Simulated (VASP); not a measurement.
These are PBE GGA, VASP's PBE PAW potentials (set 64) (plane waves; VASP 6.6.1) values and carry that method's errors.

VASP input:

**POSCAR**
```
BaHfO3
1
    4.0866000000     0.0000000000     0.0000000000
    0.0000000000     4.0866000000     0.0000000000
    0.0000000000     0.0000000000     4.0866000000
Ba Hf O
1 1 3
Direct
  0.0000000000   0.0000000000   0.0000000000
  0.5000000000   0.5000000000   0.5000000000
  0.5000000000   0.0000000000   0.5000000000
  0.0000000000   0.5000000000   0.5000000000
  0.5000000000   0.5000000000   0.0000000000
```

INCAR:
```
SYSTEM = BaHfO3
LASPH = .TRUE.
ISIF = 2   # forces and stress, cell fixed
ISMEAR = -1   # Fermi-Dirac
ENCUT = 400
SIGMA = 0.01   # width (eV)
ALGO = Normal   # blocked Davidson
LMAXMIX = 6   # l cut-off of mixed one-centre charges
PREC = Accurate
EDIFF = 1E-6   # SCF stop (eV)
LCHARG = .FALSE.
LWAVE = .FALSE.
NELM = 100   # most electronic steps
GGA = PE
LREAL = .FALSE.
```

File KPOINTS:
```
Automatic mesh
0
Gamma
8 8 8
0 0 0
```

POTCAR, in this order: Ba_sv Hf_pv O (PBE.64 set). Program: vasp_std.

What VASP printed:

### OSZICAR
```
       N       E                     dE             d eps       ncg     rms          rms(c)
DAV:   1     0.206688266231E+03    0.20669E+03   -0.18668E+04  1610   0.132E+03
DAV:   2    -0.397973861027E+02   -0.24649E+03   -0.24174E+03  2064   0.325E+02
DAV:   3    -0.499775165683E+02   -0.10180E+02   -0.10164E+02  2118   0.672E+01
DAV:   4    -0.501355162926E+02   -0.15800E+00   -0.15797E+00  2310   0.785E+00
DAV:   5    -0.501384471966E+02   -0.29309E-02   -0.29308E-02  2222   0.714E-01    0.687E+01
DAV:   6    -0.434249845001E+02    0.67135E+01   -0.38761E+01  1834   0.379E+01    0.583E+01
DAV:   7    -0.433631061050E+02    0.61878E-01   -0.20511E+00  2169   0.978E+00    0.332E+01
DAV:   8    -0.433547020557E+02    0.84040E-02   -0.17541E-01  2052   0.367E+00    0.415E+00
DAV:   9    -0.433454523085E+02    0.92497E-02   -0.66760E-02  1974   0.158E+00    0.165E+00
DAV:  10    -0.433450824931E+02    0.36982E-03   -0.87260E-03  2010   0.629E-01    0.424E-01
DAV:  11    -0.433450049594E+02    0.77534E-04   -0.59768E-04  2003   0.172E-01    0.105E-01
DAV:  12    -0.433450331271E+02   -0.28168E-04   -0.65353E-05  2123   0.577E-02    0.162E-01
DAV:  13    -0.433450364032E+02   -0.32761E-05   -0.72095E-06  2057   0.198E-02    0.797E-03
DAV:  14    -0.433450362130E+02    0.19013E-06   -0.54988E-07  1442   0.526E-03
   1 F= -.43345036E+02 E0= -.43345036E+02  d E =-.103625E-12
```

File OUTCAR:
```
------------------------ aborting loop because EDIFF is reached ----------------------------------------
  FORCE on cell =-STRESS in cart. coord.  units (eV):
  Direction    XX          YY          ZZ          XY          YZ          ZX
  --------------------------------------------------------------------------------------
  Total        4.9450306      4.9450306      4.9450306      0.0000000      0.0000000     -0.0000000
  in kB      116.0895612    116.0895612    116.0895612      0.0000000      0.0000000     -0.0000000
  external PRESSURE =     116.0895612 kB  Pullay stress =       0.0000000 kB
  volume of cell :       68.25
      direct lattice vectors                 reciprocal lattice vectors
     4.086600000  0.000000000  0.000000000     0.244702197  0.000000000  0.000000000
     0.000000000  4.086600000  0.000000000     0.000000000  0.244702197  0.000000000
     0.000000000  0.000000000  4.086600000     0.000000000  0.000000000  0.244702197
 POSITION                                       TOTAL-FORCE (eV/Angst)
 -----------------------------------------------------------------------------------
      0.00000      0.00000      0.00000         0.000000      0.000000      0.000000
      2.04330      2.04330      2.04330         0.000000      0.000000      0.000000
      2.04330      0.00000      2.04330         0.000000      0.000000      0.000000
      0.00000      2.04330      2.04330         0.000000      0.000000      0.000000
      2.04330      2.04330      0.00000         0.000000      0.000000      0.000000
 -----------------------------------------------------------------------------------
    total drift:                                0.000000      0.000000      0.000000
  FREE ENERGIE OF THE ION-ELECTRON SYSTEM (eV)
  ---------------------------------------------------
  free  energy   TOTEN  =       -43.3450362130 eV

  energy  without entropy=      -43.3450362130  energy(sigma->0) =      -43.34503621
```
(Selected blocks of OUTCAR.)

At this cut-off the stress carries a Pulay error, which pulls relaxed volumes low.

The structure is a typed BaHfO3 crystal. The cell was not relaxed at this level, and its volume differs by -5.9 % from the start's.
